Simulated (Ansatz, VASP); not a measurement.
# Zr (Zr strained to the junction's net) in two plane-wave programs

Aim: how closely do two programs agree when they are given the same cell, functional and k mesh? The structure shown is the end of the Ansatz relaxation below.

Method: plane waves, with VASP 6.6.1 beside it; single point at PBE, in Ansatz 0.2.0.

## (1) The structure

The structure is hexagonal, space group P6_3/mmc (No. 194). Conventional cell: a = 3.130 Å, b = 3.130 Å, c = 5.330 Å, α = 90.00°, β = 90.00°, γ = 120.00°. Zr has 12 Zr at 3.13 to 3.22 Å nearest.

## (2) Ansatz: relaxation, PBE

Ansatz runs on its default PAW (the set named soft_2) files.

This run makes the geometry at which the two programs are then compared.

File input.yaml:

```yaml
crystal:
  lattice:
    - [3.13, 0.0, 0.0]
    - [-1.565, 2.7106595138, 0.0]
    - [0.0, 0.0, 5.2820433437]
  atoms:
    - { symbol: Zr, position: [0.0, 0.0, 0.0] }
    - { symbol: Zr, position: [0.3333333333, 0.6666666667, 0.5] }
kpoints:
  mp_grid: { grid: [12, 12, 6] }
scf:
  occupations: { method: fermi_dirac, width: 0.1 }
  max_iter: 150
hamiltonian:
  xc: pbe
relax:
  f_tol: 0.01
  max_steps: 40
  cell: { fix: [a, b, angles] }
```

On the command line:

```bash
$ ansatz run input.yaml --threads 4 --pin off --max-ram 12288MiB --backend cpu --events-out ev --progress --plain --runs-dir out
```

Numbers of over 12 decimals in the logs are rounded to 6 here.

The log of the run:

```text
Engine: ansatz 0.2.0, aarch64-unknown-linux-gnu
Pseudopotentials: kind: paw
Pseudopotential: Zr, paw, valence charge 12, recommended cutoff 420 eV (normal), Zr.paw.azcp
Functional definition: PBE
  parameter kappa = 0.804
  parameter beta = 0.066725
  exchange = pbe_x(kappa = kappa, mu = beta*pi^2/3)
  correlation = pbe_c(beta = beta)
Crystal: 2 atoms, lattice volume = 44.815 Å³
Basis set: ecut = 420 eV, 881 PW (Γ), exchange–correlation on 48×48×72 points (8 copies of the dense FFT grid, shifted against one another)
Bands: 16, of which v1, the nominal top of the filled ones, is band 12 counted from 1 (11 counted from 0)
Symmetry: 24 space group operations
Space group: P63/mmc (ITA 194), of the structure as read, at distance tolerance 3.6e-5 Å
k-points: 76 of 864
Non-local potential: Zr, projectors of the file, l = 0: 3, l = 1: 2, l = 2: 2, l = 3: 2
PAW form: soft (Blöchl's): semilocal exchange-correlation on the pseudo side does not see the compensation charge
PAW one-centre angular grid: Zr, 590 points (default); XC on 64 Gauss nodes
Initial density: superposition of atomic densities (neutral atoms: chi_scale 0, normalization atom), corrected by the library's trained network
Initial wavefunctions: pseudopotential atomic-orbital guess
Functional: x = pbe(κ = 0.804, μ = 0.219515), c = pbe(β = 0.066725)
SCF iter   1: F=—  HF=-8367.659006 eV  |F-HF|=—  |Δ(HF+E_count)|=         —  Δρ=2.60e-3  dr2=1.05e-3  ethr=1.77e-3  ⟨swp⟩=4.8  Hψ=5159  notcnv=0
preconditioner: auto → Kerker (q_TF=auto, 2.459 Å⁻¹)  [metal: Δε(μ)=0.039 eV  Ē_g=3.243 eV  σ=0.100 eV  W_gap=0.10  n_scr=10 (ndim 8)  ℏωp=15.7 eV  f_vac=0.000  D(μ)=2.36/eV (n_scr^D=22)]
SCF iter   2: F=—  HF=-8367.658538 eV  |F-HF|=—  |Δ(HF+E_count)|=   4.68e-4  Δρ=1.58e-3  dr2=4.47e-4  ethr=4.36e-6  ⟨swp⟩=2.6  Hψ=2693  notcnv=0
SCF iter   3: F=—  HF=-8367.658851 eV  |F-HF|=—  |Δ(HF+E_count)|=   3.13e-4  Δρ=3.07e-4  dr2=2.46e-5  ethr=1.86e-6  ⟨swp⟩=3.0  Hψ=2218  notcnv=0
SCF iter   4: F=—  HF=-8367.658863 eV  |F-HF|=—  |Δ(HF+E_count)|=   1.24e-5  Δρ=1.35e-4  dr2=5.53e-6  ethr=1.02e-7  ⟨swp⟩=2.0  Hψ=1985  notcnv=0
iter 5 did not close the SCF: its close was put off for the readings that it lacked (scf_convergence_deferred on its scf_iter line)
SCF iter   5: F=-8367.658862 eV  HF=-8367.658862 eV  |F-HF|=1.46e-8  |Δ(HF+E_count)|=   1.12e-6  Δρ=1.67e-5  dr2=7.48e-8  ethr=2.30e-8  ⟨swp⟩=2.0  Hψ=1929  notcnv=0
SCF iter   6: F=-8367.658862 eV  HF=-8367.658862 eV  |F-HF|=1.99e-9  |Δ(HF+E_count)|=   5.55e-9  Δρ=4.33e-6  dr2=4.49e-9  ethr=3.12e-10  ⟨swp⟩=2.0  Hψ=4590  notcnv=0
SCF 1 converged in 6 iterations: F = -8367.658862 eV  dr2 = 4.49e-9
  greatest PAW one-centre occupation: 0.996 electrons in one spin orbital (limit 2), on the Zr atom at site 1 (counted from 0), in its partial waves of l = 0
relax step   1: F+E_penalty+E_count = -8367.65886222 eV  Δ(F+E_penalty+E_count) = +0.000e0 eV  max|allowed force component| = 4.539e-17 eV/Å  Δτ_max = 0.0000 Å  P = +4.057 GPa  Ω = 44.815 Å³  fix = [a, b, alpha, beta, gamma]  reactions: a +5.399, b +5.399 GPa  (6 SCF iters, dr2 threshold 1.00e-7 eV, accepted)
[...]
relax step   2: F+E_penalty+E_count = -8367.66017998 eV  Δ(F+E_penalty+E_count) = -1.318e-3 eV  max|allowed force component| = 2.833e-17 eV/Å  Δτ_max = 0.0000 Å  P = +2.666 GPa  Ω = 45.397 Å³  energy of the carried Pulay correction = -7.099e-5 eV  fix = [a, b, alpha, beta, gamma]  reactions: a +4.287, b +4.287 GPa  (6 SCF iters, dr2 threshold 2.00e-7 eV, accepted)
[...]
relax step   3: F+E_penalty+E_count = -8367.66052297 eV  Δ(F+E_penalty+E_count) = -3.430e-4 eV  max|allowed force component| = 3.303e-17 eV/Å  Δτ_max = 0.0000 Å  P = +3.067 GPa  Ω = 45.225 Å³  energy of the carried Pulay correction = -5.012e-5 eV  fix = [a, b, alpha, beta, gamma]  reactions: a +4.611, b +4.611 GPa  (6 SCF iters, dr2 threshold 2.00e-7 eV, accepted)
[...]
relax step   4: F+E_penalty+E_count = -8367.66057802 eV  Δ(F+E_penalty+E_count) = -5.505e-5 eV  max|allowed force component| = 2.841e-17 eV/Å  Δτ_max = 0.0000 Å  P = +3.067 GPa  Ω = 45.225 Å³  fix = [a, b, alpha, beta, gamma]  reactions: a +4.611, b +4.611 GPa  stress off target by 2.06e-2 GPa on what of the cell is left free  SCF on the basis re-selected at this cell (its energy is not comparable with the rows above)  (7 SCF iters)
basis re-selected at this cell: Δ(F+E_penalty+E_count) = -5.505e-5 eV, ΔP = +0.000 GPa vs the last step (what re-selecting the basis moved, of the pressure what is left beyond the Pulay correction that the steps carried, after the strain that the cell walked since its last selection, with what the two solves' SCF thresholds leave and, on support functions, any second-order correction that the steps lacked; it is no m [...]
SCF converged after 7 iterations
Free energy (F): -8367.660578 eV
Harris-Foulkes:  -8367.660578 eV  (|F-HF|=0.00e0)
Internal energy: -8367.581268 eV  (E = F + TS)
E sigma→0 (E₀):  -8367.620923 eV
Entropy (-TS):   -0.079310 eV (-39.655 meV/atom)
Fermi energy:    14.425311 eV
--- Per-component energies (eV) ---
  E_band       = -181.019914
  E_kinetic    = 667.179555
  E_local      = -1227.811659  (includes V_loc(G=0)·N_el)
  E_nonlocal   = 161.498656
  E_hartree    = 380.824411
  E_xc         = -323.533468
  E_vxc        = -382.169198  (∫ρ·V_xc dr)
  E_paw        = -5908.444050  (= ΣΔE_a)
  E_vpaw       = -161.366139  (= ΣTr[D̂ρ^β])
  E_aug_tail   = 0.000050  (compensation charges beyond the density's cutoff)
  E_ewald      = -2117.294763
  E_smearing   = -0.079310  (= −TS)
  E_closure    = -0.000000  (closes the sum)
  Σ components = -8367.660578   (vs F -8367.660578, Δ=0.00e0)
--- Forces (eV/Å), atoms counted from 1 ---
  atom   1  Zr    -0.00000000    -0.00000000     0.00000000
  atom   2  Zr     0.00000000     0.00000000     0.00000000
  max |Σ_I F_I| component: 9.25e-18 eV/Å
--- Stress (GPa, compression-positive) ---
        4.611486       0.000000       0.000000
        0.000000       4.611486       0.000000
        0.000000       0.000000      -0.020636
  P = ⅓ Tr σ = 3.0674 GPa (30.674 kbar)
--- Relaxed structure (3 steps of the walk, 3 accepted, 1 SCFs on fresh bases) ---
  F+E_penalty+E_count = -8367.66057802 eV   max|allowed force component| = 2.841e-17 eV/Å   (the final SCF, on the basis selected at the relaxed cell)
  cell:  # Å, volume = 45.2254 Å³
    - [3.130000, 0, 0.0]
    - [-1.565000, 2.710660, 0.0]
    - [0.0, 0.0, 5.330442]
  atoms:
    - { symbol: Zr, position: [9.25185853962003e-18, -5.08852219630634e-17, 0.0] }
    - { symbol: Zr, position: [0.333333, 0.666667, 0.5] }
```

Reading the cycles: dr2 is the Hartree energy of the density residual (eV), the measure of convergence; HF is the Harris–Foulkes estimate of the energy, which meets the free energy F at convergence.

## (3) VASP: single point, PBE

The same cell, functional, mesh and smearing now go to VASP, with its own data sets.

Lines of VASP's logs that name or quote its potential files are left out, and so is its time.

File INCAR:

```
SYSTEM = Zr
PREC = Accurate
ENCUT = 500
EDIFF = 1E-06
NELM = 120
ISMEAR = -1
SIGMA = 0.1
LREAL = .FALSE.
ALGO = Normal
GGA = PE
NBANDS = 18
LASPH = .TRUE.
LORBIT = 11
LWAVE = .FALSE.
LCHARG = .FALSE.
ISIF = 2
GGA_COMPAT = .FALSE.
KPAR = 2
```

File POSCAR:

```
Zr
1.0
    3.1300000000      0.0000000000      0.0000000000
   -1.5650000000      2.7106595138      0.0000000000
    0.0000000000      0.0000000000      5.3304418700
Zr
2
Direct
    0.0000000000      0.0000000000      0.0000000000
    0.3333333333      0.6666666667      0.5000000000
```

File KPOINTS:

```
Automatic mesh
0
Gamma
12 12 6
0 0 0
```

The projector-augmented-wave data sets are Zr_sv (PBE family, release 64).

On the command line:

```bash
$ mpirun -np 2 vasp_std
```

The log of the run:

```text
[banner, memory and clock lines left out]
running    2 mpi-ranks, on    1 nodes
 distrk:  each k-point on    1 cores,    2 groups
 distr:  one band on    1 cores,    1 groups

 POSCAR found type information on POSCAR Zr
 POSCAR found :  1 types and       2 ions
 LDA part: xc-table for (Slater+PW92), standard interpolation
 POSCAR, INCAR and KPOINTS ok, starting setup
 FFT: planning ... GRIDC
 FFT: planning ... GRID_SOFT
 FFT: planning ... GRID
 WAVECAR not read
 entering main loop
       N       E                     dE             d eps       ncg     rms          rms(c)
DAV:   1     0.214847045146E+03    0.21485E+03   -0.13209E+04  2736   0.130E+03
DAV:   2    -0.401327468158E+01   -0.21886E+03   -0.21531E+03  3190   0.375E+02
DAV:   3    -0.174058139043E+02   -0.13393E+02   -0.13212E+02  4944   0.690E+01
DAV:   4    -0.176656639553E+02   -0.25985E+00   -0.25954E+00  3174   0.100E+01
DAV:   5    -0.176745014064E+02   -0.88375E-02   -0.88336E-02  4078   0.126E+00    0.151E+01
DAV:   6    -0.171241860009E+02    0.55032E+00   -0.86933E-01  2932   0.751E+00    0.611E+00
DAV:   7    -0.170223922550E+02    0.10179E+00   -0.58002E-01  3948   0.534E+00    0.110E+00
DAV:   8    -0.170289938290E+02   -0.66016E-02   -0.38323E-02  3568   0.151E+00    0.271E-01
DAV:   9    -0.170292247862E+02   -0.23096E-03   -0.14842E-03  3408   0.370E-01    0.348E-02
DAV:  10    -0.170291829236E+02    0.41863E-04   -0.42624E-05  3782   0.407E-02    0.234E-02
DAV:  11    -0.170291849475E+02   -0.20238E-05   -0.87177E-06  2994   0.339E-02    0.230E-03
DAV:  12    -0.170291850049E+02   -0.57418E-07   -0.37833E-07  1620   0.458E-03
   1 F= -.17029185E+02 E0= -.16989538E+02  d E =-.792948E-01
```

Parts of OUTCAR (step 3):

```text
ion  position               nearest neighbor table
   1  0.000  0.000  0.000-   2 3.22   2 3.22   2 3.22   2 3.22   2 3.22   2 3.22
   2  0.333  0.667  0.500-   1 3.22   1 3.22   1 3.22   1 3.22   1 3.22   1 3.22

  LATTYP: Found a hexagonal cell.
 ALAT       =     3.1300000000
 C/A-ratio  =     1.7030165719

 Subroutine GETGRP returns: Found 24 space group operations
 (whereof 12 operations were pure point group operations)

The static configuration has the point symmetry D_3h.
 The point group associated with its full space group is D_6h.

 Found     76 irreducible k-points:

   k-points           NKPTS =     76   k-points in BZ     NKDIM =     76   number of bands    NBANDS=     18

   dimension x,y,z NGX =    24 NGY =   24 NGZ =   40
   dimension x,y,z NGXF=    48 NGYF=   48 NGZF=   80

   ENCUT  =  500.0 eV  36.75 Ry    6.06 a.u.   5.71  5.71  9.72*2*pi/ulx,y,z

   NELECT =      24.0000    total number of electrons

 k-points in reciprocal lattice and weights: Automatic mesh
   0.00000000  0.00000000  0.00000000       0.001
   0.08333333  0.00000000  0.00000000       0.007
   0.16666667  0.00000000  0.00000000       0.007
   0.25000000  0.00000000  0.00000000       0.007
   0.33333333  0.00000000  0.00000000       0.007
   0.41666667  0.00000000  0.00000000       0.007
   0.50000000  0.00000000  0.00000000       0.003
   0.08333333  0.08333333  0.00000000       0.007
   0.16666667  0.08333333  0.00000000       0.014
[...]
0.33333333  0.25000000  0.50000000       0.014
   0.33333333  0.33333333  0.50000000       0.002

 average (electrostatic) potential at core
       1 -74.1767       2 -74.1767

 E-fermi :   9.2637

 k-point     1 :       0.0000    0.0000    0.0000
  band No.  band energies     occupation
    ...
      6     -16.9745      2.00000
      7     -16.8721      2.00000
      8     -16.8721      2.00000
      9       3.6177      2.00000
     10       6.1771      2.00000
     11       9.7721      0.01231
     12      10.0831      0.00055
     13      10.3009      0.00006
     14      10.3009      0.00006
     15      10.8693      0.00000
    ...

 k-point     2 :       0.0833    0.0000    0.0000
  band No.  band energies     occupation
    ...
      6     -16.9801      2.00000
      7     -16.9373      2.00000
      8     -16.8824      2.00000
      9       3.8288      2.00000
     10       6.3853      2.00000
     11       9.6353      0.04752
     12       9.7532      0.01486
     13      10.3177      0.00005
     14      10.5004      0.00001
     15      10.6748      0.00000
    ...

 k-point     3 :       0.1667    0.0000    0.0000
  band No.  band energies     occupation
    ...
      8     -16.9117      2.00000
      9       4.4165      2.00000
     10       6.9108      2.00000
     11       9.0188      1.84101
     12       9.1911      1.34799
     13      10.1139      0.00041
     14      10.7654      0.00000
     15      11.0849      0.00000
     16      11.1574      0.00000
     17      11.4206      0.00000
    ...

  Total        1.3155615      1.3155615     -0.0005265      0.0000000      0.0000000      0.0000000
  in kB       46.6057206     46.6057206     -0.0186503      0.0000000      0.0000000      0.0000000
  external PRESSURE =      31.0642636 kB  Pullay stress =       0.0000000 kB

  energy-cutoff  :      500.00
  volume of cell :       45.23
      direct lattice vectors                 reciprocal lattice vectors
     3.130000000  0.000000000  0.000000000     0.319488818  0.184456955  0.000000000
    -1.565000000  2.710659514  0.000000000     0.000000000  0.368913910  0.000000000
     0.000000000  0.000000000  5.330441870     0.000000000  0.000000000  0.187601708

 POSITION                                       TOTAL-FORCE (eV/Angst)
 -----------------------------------------------------------------------------------
      0.00000      0.00000      0.00000         0.000000     -0.000000      0.000000
     -0.00000      1.80711      2.66522        -0.000000      0.000000      0.000000
 -----------------------------------------------------------------------------------
    total drift:                                0.000000     -0.000000     -0.000000

  FREE ENERGIE OF THE ION-ELECTRON SYSTEM (eV)
  ---------------------------------------------------
  free  energy   TOTEN  =       -17.0291850049 eV

  energy  without entropy=      -16.9498902034  energy(sigma->0) =      -16.98953760

 total charge
# of ion       s       p       d       tot
------------------------------------------
    1        2.237   5.957   1.673   9.867
    2        2.237   5.957   1.673   9.867
--------------------------------------------------
tot          4.473  11.915   3.346  19.734

[... 3 further parts left out ...]
```

The run ends at a pressure of 3.11 GPa.

## (4) Comparison

Known differences besides the potentials themselves: the cutoff is 420 eV in Ansatz and 500 eV in VASP; Ansatz's pressure holds a Pulay correction, VASP's none. Total energies have different zeros and are not compared.

Both answers:

```
      quantity  Ansatz  VASP  difference
pressure (GPa)    3.07  3.11       -0.04
```

## (5) What came out

```json
{
 "difference in pressure (single point, PBE)": "-0.039 GPa"
}
```

**Reading.** The difference in pressure is -0.039 GPa (single point, PBE), within the 1 GPa picked in this series as the mark of a large difference. How closely two codes agree says nothing of how well the functional describes the real material.

[Lines on the potential files, build, host, timing and source positions are cut from VASP's logs without a mark.]

[Logs are printed without paths, hosts, clocks, repeated set-up lines and the standing remarks that a program may print on its own settings, such as how far it seeks lower states.]

[Hosts, paths, dates, database ids (printed as entryN), source tags and the programs' standing remarks are cut or masked in the printed files.]
